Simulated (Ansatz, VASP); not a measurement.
## Si5C91 (amorphous film on crystalline C with 5 % Si on C sites, (111)) in two plane-wave programs

Wanted: the spread between two codes on one cell, functional and k mesh. The cell is taken from a series of runs on this material, whose earlier steps may have relaxed, scaled, displaced or heated it; both programs get it as it stands.

Main program and level: Ansatz 0.2.0; plane waves, with VASP 6.6.1 beside it; PBE.

### Step 1. The structure

The cell holds 192 atoms: 182 C and 10 Si. Its edges and angles: a = 10.086 Å, b = 8.735 Å, c = 24.600 Å, α = 90.0°, β = 90.0°, γ = 90.0°. It derives from C (diamond C). As first built, before any earlier steps moved the atoms or strained the cell (in the runner's words): A 2 x 1 x 2 block of diamond C (a = 3.566 A), 5 % of C replaced at random by Si with its (111) planes normal to z; the lower 50 % held fixed, the rest melted at 8000 K for 10 ps and cooled to 500 K at 200 K/ps with the Tersoff potential (Tersoff, Phys. Rev. B 39, 5566 (1989)); then all atoms free for 10 ps at 500 K, under. Minimised at fixed cell. . Vacuum lies along c.

### Step 2. VASP: single point, PBE

With cell and atoms fixed, the geometry can't cause a difference; cores, projectors, grids and the points listed under the comparison can.

Lines of VASP's logs that name or quote its potential files are left out, and so is its time.

Input file INCAR:

```
SYSTEM = Si5C91
PREC = Accurate
ENCUT = 520
EDIFF = 1E-06
NELM = 120
ISMEAR = -1
SIGMA = 0.05
LREAL = Auto
ALGO = Normal
GGA = PE
NBANDS = 518
LORBIT = 11
LWAVE = .FALSE.
LCHARG = .FALSE.
ISIF = 2
LASPH = .TRUE.
GGA_COMPAT = .FALSE.
```

Input file POSCAR:

```
Si5C91
1.0
   10.0861700000      0.0000000000      0.0000000000
    0.0000000000      8.7348800000      0.0000000000
    0.0000000000      0.0000000000     24.6000500000
C Si
182 10
Direct
    0.1220100000      0.9451000000      0.0221300000
    0.3926900000      0.9324100000      0.1257200000
    0.3956700000      0.9480400000      0.1856200000
    0.1384600000      0.9340900000      0.1252600000
    0.1172700000      0.9441000000      0.1844100000
    0.0092700000      0.2109900000      0.1053900000
    0.0022700000      0.1744100000      0.1748200000
    0.1710700000      0.4777400000      0.0379400000
    0.2481500000      0.5318800000      0.0940900000
    0.1425900000      0.4414600000      0.1241500000
    0.1466900000      0.4425200000      0.1843000000
    0.3887600000      0.4379800000      0.1890700000
    0.2494200000      0.6851600000      0.1227000000
    0.2552300000      0.6696300000      0.1851400000
    0.2598300000      0.1810600000      0.1221100000
    0.2576900000      0.1879700000      0.1841500000
    0.1283100000      0.1062900000      0.2040200000
    0.1269800000      0.1053000000      0.2706600000
    0.3853300000      0.1118700000      0.2034500000
    0.2628400000      0.3556300000      0.2056100000
    0.2499900000      0.3625100000      0.2709600000
    0.0046000000      0.6873500000      0.1222700000
    0.0020600000      0.6888300000      0.1859000000
    0.3804500000      0.5996400000      0.2087400000
    0.3768600000      0.6050400000      0.2758800000
    0.1287400000      0.6028400000      0.2076700000
    0.1255900000      0.6049500000      0.2737100000
    0.9991300000      0.8560600000      0.2053600000
    0.0040500000      0.8571900000      0.2685600000
    0.0075000000      0.3545900000      0.2789100000
[... 156 atom lines left out ...]
    0.2566800000      0.8541600000      0.2105900000
    0.5839300000      0.4971100000      0.9012600000
    0.4574100000      0.7753600000      0.9874500000
    0.6059200000      0.5334000000      0.0074300000
    0.7299800000      0.0034000000      0.0792100000
    0.6369400000      0.2651600000      0.3187500000
```

Input file KPOINTS:

```
Automatic mesh
0
Gamma
1 2 1
0 0 0
```

Potentials, in the order of the species: C and Si (PBE family, release 64).

Launch:

```
$ export OMP_NUM_THREADS=3
$ mpirun -np 1 vasp_std
```

Numbers of over 12 decimals in the logs are rounded to 6 here.

The program printed:

```text
[banner, memory and clock lines left out]
running    1 mpi-ranks, on    1 nodes
[...]
Offloading initialized ...    1 GPUs detected
[...]
LDA part: xc-table for (Slater+PW92), standard interpolation
 POSCAR, INCAR and KPOINTS ok, starting setup
[...]
entering main loop
       N       E                     dE             d eps       ncg     rms          rms(c)
DAV:   1     0.430526031961E+04    0.43053E+04   -0.37381E+05  2072   0.135E+03
DAV:   2    -0.113961581842E+04   -0.54449E+04   -0.51328E+04  2634   0.305E+02
DAV:   3    -0.164400354207E+04   -0.50439E+03   -0.49320E+03  2520   0.884E+01
DAV:   4    -0.166336518168E+04   -0.19362E+02   -0.19243E+02  2760   0.178E+01
[...]
DAV:  31    -0.158195893813E+04   -0.24017E-05   -0.16780E-07  1688   0.325E-04    0.232E-04
DAV:  32    -0.158195893913E+04   -0.10080E-05   -0.93316E-08  1640   0.226E-04    0.115E-04
DAV:  33    -0.158195893952E+04   -0.38597E-06   -0.65072E-08  1648   0.176E-04
   1 F= -.15819589E+04 E0= -.15818567E+04  d E =-.204569E+00
```

OUTCAR, selected parts (step 2):

```text
  FREE ENERGIE OF THE ION-ELECTRON SYSTEM (eV)
  ---------------------------------------------------
  free  energy   TOTEN  =     -1581.9589395200 eV

  energy  without entropy=    -1581.7543705361  energy(sigma->0) =    -1581.85665503
```

### Step 3. Ansatz: single point, PBE

Ansatz runs on its default PAW (the set named soft_2) files.

The same cell, functional, mesh and smearing now go to Ansatz, which takes its cutoff from its data sets.

Input file input.yaml:

```yaml
crystal:
  lattice:
    - [10.08617, 0.0, 0.0]
    - [0.0, 8.73488, 0.0]
    - [0.0, 0.0, 24.60005]
  atoms:
    - { symbol: C, position: [0.12201, 0.9451, 0.02213] }
    - { symbol: Si, position: [0.01077, 0.01713, 0.07997] }
    - { symbol: C, position: [0.39269, 0.93241, 0.12572] }
    - { symbol: C, position: [0.39567, 0.94804, 0.18562] }
    - { symbol: C, position: [0.13846, 0.93409, 0.12526] }
    - { symbol: C, position: [0.11727, 0.9441, 0.18441] }
    - { symbol: C, position: [0.00927, 0.21099, 0.10539] }
    - { symbol: C, position: [0.00227, 0.17441, 0.17482] }
    - { symbol: C, position: [0.17107, 0.47774, 0.03794] }
    - { symbol: C, position: [0.24815, 0.53188, 0.09409] }
    - { symbol: C, position: [0.14259, 0.44146, 0.12415] }
    - { symbol: C, position: [0.14669, 0.44252, 0.1843] }
    - { symbol: Si, position: [0.43573, 0.48375, 0.11113] }
    - { symbol: C, position: [0.38876, 0.43798, 0.18907] }
    - { symbol: C, position: [0.24942, 0.68516, 0.1227] }
    - { symbol: C, position: [0.25523, 0.66963, 0.18514] }
    - { symbol: C, position: [0.25983, 0.18106, 0.12211] }
    - { symbol: C, position: [0.25769, 0.18797, 0.18415] }
    - { symbol: C, position: [0.12831, 0.10629, 0.20402] }
    - { symbol: C, position: [0.12698, 0.1053, 0.27066] }
    - { symbol: C, position: [0.38533, 0.11187, 0.20345] }
    - { symbol: Si, position: [0.38159, 0.11142, 0.27761] }
    - { symbol: C, position: [0.26284, 0.35563, 0.20561] }
    - { symbol: C, position: [0.24999, 0.36251, 0.27096] }
    - { symbol: C, position: [0.0046, 0.68735, 0.12227] }
    - { symbol: C, position: [0.00206, 0.68883, 0.1859] }
    - { symbol: C, position: [0.38045, 0.59964, 0.20874] }
    - { symbol: C, position: [0.37686, 0.60504, 0.27588] }
    - { symbol: C, position: [0.12874, 0.60284, 0.20767] }
    - { symbol: C, position: [0.12559, 0.60495, 0.27371] }
[... 156 atom lines left out ...]
    - { symbol: C, position: [0.63199, 0.7643, 0.30401] }
    - { symbol: C, position: [0.13214, 0.25501, 0.36841] }
    - { symbol: C, position: [0.87953, 0.7789, 0.30134] }
    - { symbol: C, position: [0.17511, 0.72293, 0.54283] }
    - { symbol: C, position: [0.7549, 0.01999, 0.30022] }
    - { symbol: C, position: [0.51929, 0.73616, 0.4625] }
kpoints:
  mp_grid: { grid: [1, 2, 1] }
hamiltonian:
  xc: pbe
scf:
  occupations: { method: fermi_dirac, width: 0.05 }
output:
  forces: true
  eigenvalues: true
```

Launch:

```
$ ansatz run input.yaml --threads 4 --pin off --max-ram 15872MiB --backend cpu --events-out ev --progress --plain --runs-dir out
```

The program printed:

```text
Engine: ansatz 0.2.0, aarch64-unknown-linux-gnu
Pseudopotentials: kind: paw
Pseudopotential: C, paw, valence charge 4, recommended cutoff 420 eV (normal), C.paw.azcp
Pseudopotential: Si, paw, valence charge 4, recommended cutoff 420 eV (normal), Si.paw.azcp
Functional definition: PBE
  parameter kappa = 0.804
  parameter beta = 0.066725
  exchange = pbe_x(kappa = kappa, mu = beta*pi^2/3)
  correlation = pbe_c(beta = beta)
Crystal: 192 atoms, lattice volume = 2167.301 Å³
Basis set: ecut = 420 eV, 42395 PW (Γ), exchange–correlation on 144×120×360 points (8 copies of the dense FFT grid, shifted against one another)
Bands: 576, of which v1, the nominal top of the filled ones, is band 384 counted from 1 (383 counted from 0)
Symmetry: 1 space group operations
Space group: P1 (ITA 1), of the structure as read, at distance tolerance 1.3e-4 Å
k-points: 2
Non-local potential: C, projectors of the file, l = 0: 2, l = 1: 2, l = 2: 1
Non-local potential: Si, projectors of the file, l = 0: 2, l = 1: 2, l = 2: 2
PAW form: soft (Blöchl's): semilocal exchange-correlation on the pseudo side does not see the compensation charge
PAW one-centre angular grid: C, 110 points (default); XC on 64 Gauss nodes
PAW one-centre angular grid: Si, 110 points (default); XC on 64 Gauss nodes
Initial density: superposition of atomic densities (neutral atoms: chi_scale 0, normalization atom), corrected by the library's trained network
Initial wavefunctions: pseudopotential atomic-orbital guess
Functional: x = pbe(κ = 0.804, μ = 0.219515), c = pbe(β = 0.066725)
SCF iter   1: F=—  HF=-51880.249177 eV  |F-HF|=—  |Δ(HF+E_count)|=         —  Δρ=1.70e-2  dr2=4.23e1  ethr=1.77e-3  ⟨swp⟩=8.0  Hψ=6459  notcnv=0  defer=299
preconditioner: auto → LDOS  [metal: Δε(μ)=0.055 eV  Ē_g=14.438 eV  σ=0.050 eV  W_gap=0.26  n_scr=452 (ndim 8)  ℏωp=22.1 eV  f_vac=0.347  D(μ)=20.97/eV (n_scr^D=80)  β→1.0]
SCF iter   2: F=—  HF=-51887.693436 eV  |F-HF|=—  |Δ(HF+E_count)|=    7.44e0  Δρ=2.62e-2  dr2=9.80e1  ethr=1.77e-3  ⟨swp⟩=3.0  Hψ=1801  notcnv=0  defer=339  recentre
SCF iter   3: F=—  HF=-51878.012488 eV  |F-HF|=—  |Δ(HF+E_count)|=    9.68e0  Δρ=5.25e-3  dr2=1.73e0  ethr=1.77e-3  ⟨swp⟩=3.5  Hψ=2971  notcnv=0  defer=346
SCF iter   4: F=—  HF=-51877.831432 eV  |F-HF|=—  |Δ(HF+E_count)|=   1.81e-1  Δρ=3.73e-3  dr2=1.04e0  ethr=2.25e-4  ⟨swp⟩=3.5  Hψ=1239  notcnv=0  defer=349
SCF iter   5: F=—  HF=-51877.894510 eV  |F-HF|=—  |Δ(HF+E_count)|=   6.31e-2  Δρ=5.93e-3  dr2=2.11e0  ethr=1.36e-4  ⟨swp⟩=3.0  Hψ=1277  notcnv=0  defer=349
SCF iter   6: F=—  HF=-51877.848758 eV  |F-HF|=—  |Δ(HF+E_count)|=   4.58e-2  Δρ=4.64e-3  dr2=1.36e0  ethr=1.36e-4  ⟨swp⟩=1.0  Hψ=1326  notcnv=0  defer=349
SCF iter   7: F=—  HF=-51877.803251 eV  |F-HF|=—  |Δ(HF+E_count)|=   4.55e-2  Δρ=9.93e-4  dr2=6.62e-2  ethr=1.36e-4  ⟨swp⟩=2.0  Hψ=807  notcnv=0  defer=349
SCF iter   8: F=—  HF=-51877.798928 eV  |F-HF|=—  |Δ(HF+E_count)|=   4.32e-3  Δρ=5.50e-4  dr2=1.07e-2  ethr=8.62e-6  ⟨swp⟩=2.0  Hψ=1193  notcnv=0  defer=349
SCF iter   9: F=—  HF=-51877.798618 eV  |F-HF|=—  |Δ(HF+E_count)|=   3.10e-4  Δρ=4.75e-4  dr2=1.38e-2  ethr=1.39e-6  ⟨swp⟩=2.5  Hψ=1256  notcnv=0  defer=349
SCF iter  10: F=—  HF=-51877.798134 eV  |F-HF|=—  |Δ(HF+E_count)|=   4.84e-4  Δρ=1.99e-4  dr2=1.52e-3  ethr=1.39e-6  ⟨swp⟩=2.0  Hψ=825  notcnv=0  defer=349
SCF iter  11: F=—  HF=-51877.798117 eV  |F-HF|=—  |Δ(HF+E_count)|=   1.75e-5  Δρ=1.17e-4  dr2=4.95e-4  ethr=1.97e-7  ⟨swp⟩=2.0  Hψ=1167  notcnv=0  defer=349
SCF iter  12: F=—  HF=-51877.798090 eV  |F-HF|=—  |Δ(HF+E_count)|=   2.64e-5  Δρ=8.65e-5  dr2=2.81e-4  ethr=6.44e-8  ⟨swp⟩=2.0  Hψ=1203  notcnv=0  defer=349
SCF iter  13: F=—  HF=-51877.798094 eV  |F-HF|=—  |Δ(HF+E_count)|=   3.52e-6  Δρ=4.52e-5  dr2=6.90e-5  ethr=3.66e-8  ⟨swp⟩=2.0  Hψ=1271  notcnv=0  defer=349
SCF iter  14: F=—  HF=-51877.797917 eV  |F-HF|=—  |Δ(HF+E_count)|=   1.77e-4  Δρ=2.42e-5  dr2=2.07e-5  ethr=8.98e-9  ⟨swp⟩=2.5  Hψ=1906  notcnv=0  defer=349
SCF iter  15: F=—  HF=-51877.797917 eV  |F-HF|=—  |Δ(HF+E_count)|=   1.47e-7  Δρ=1.30e-5  dr2=5.88e-6  ethr=2.69e-9  ⟨swp⟩=2.0  Hψ=1189  notcnv=0  defer=349
SCF iter  16: F=—  HF=-51877.797917 eV  |F-HF|=—  |Δ(HF+E_count)|=   1.67e-7  Δρ=5.83e-6  dr2=1.12e-6  ethr=7.66e-10  ⟨swp⟩=2.0  Hψ=1386  notcnv=0  defer=349
SCF iter  17: F=—  HF=-51877.797917 eV  |F-HF|=—  |Δ(HF+E_count)|=   1.15e-7  Δρ=3.50e-6  dr2=3.96e-7  ethr=1.45e-10  ⟨swp⟩=2.0  Hψ=1348  notcnv=0  defer=349
SCF iter  18: F=—  HF=-51877.797917 eV  |F-HF|=—  |Δ(HF+E_count)|=   2.39e-8  Δρ=2.11e-6  dr2=1.53e-7  ethr=5.15e-11  ⟨swp⟩=2.0  Hψ=1457  notcnv=0  defer=349
SCF iter  19: F=-51877.797917 eV  HF=-51877.797917 eV  |F-HF|=2.16e-8  |Δ(HF+E_count)|=   7.50e-9  Δρ=1.10e-6  dr2=3.70e-8  ethr=1.30e-11  ⟨swp⟩=30.0  Hψ=9229  notcnv=0
SCF 1 converged in 19 iterations: F = -51877.797917 eV  dr2 = 3.70e-8
[...]
k-point 1: bands = [... 380 lower, 4.9211, 5.0270, 5.0864, 5.0968, 5.2510, 5.3051, 5.3920, 5.4655, ... 188 higher]
```

Reading the cycles: dr2 is the Hartree energy of the density residual (eV), the measure of convergence; HF is the Harris–Foulkes estimate of the energy, which meets the free energy F at convergence.

### Step 4. Comparison

Known differences besides the potentials themselves: the cutoff is 420 eV in Ansatz and 520 eV in VASP (PREC = Accurate, projectors in real space). Total energies have different zeros and are not compared.

Forces on 10 of the 192 atoms, those with the largest forces and the largest differences (eV/Å; atoms numbered as in POSCAR):

```tsv
atom	Ansatz x, y, z	VASP x, y, z
C1	-0.221, 0.115, -0.232	-0.309, 0.169, -0.283
C29	-0.850, 0.285, 7.315	-0.840, 0.285, 7.323
C30	-0.684, -0.144, 7.587	-0.674, -0.127, 7.555
C37	0.022, 0.497, 8.159	0.025, 0.497, 8.125
C38	0.042, -0.038, 0.089	0.011, -0.137, 0.088
C42	0.102, -0.010, 0.097	0.146, 0.061, 0.098
C71	0.031, -0.163, 8.128	0.023, -0.172, 8.137
C82	0.082, 0.216, 7.059	0.076, 0.217, 7.059
C177	-0.544, 0.096, -7.045	-0.534, 0.099, -7.047
C181	-0.176, 0.561, -6.949	-0.175, 0.557, -6.933
```

The forces differ by 17 meV/Å r.m.s., which is 1.1 % of the r.m.s. force of 1.512 eV/Å (both taken over all components). Where the cell holds vacuum, a pressure given here is an average over it and none of the material.

### Step 5. Summary of results

```yaml
r_m_s_force_difference_single_point_pbe: 1.1 % of the r.m.s. force
```

What this shows: The r.m.s. force difference is 1.1 % of the r.m.s. force (single point, PBE), within the 3 % picked in this series as the mark of a large difference. Such differences can come from data sets, numerical settings and the points named under the comparisons, not from the functional's error against experiment.

[Lines on the potential files, build, host, timing and source positions are cut from VASP's logs without a mark.]

[Logs are printed without paths, hosts, clocks, repeated set-up lines and the standing remarks that a program may print on its own settings, such as how far it seeks lower states.]

[Hosts, paths, dates, database ids (printed as entryN), source tags and the programs' standing remarks are cut or masked in the printed files.]
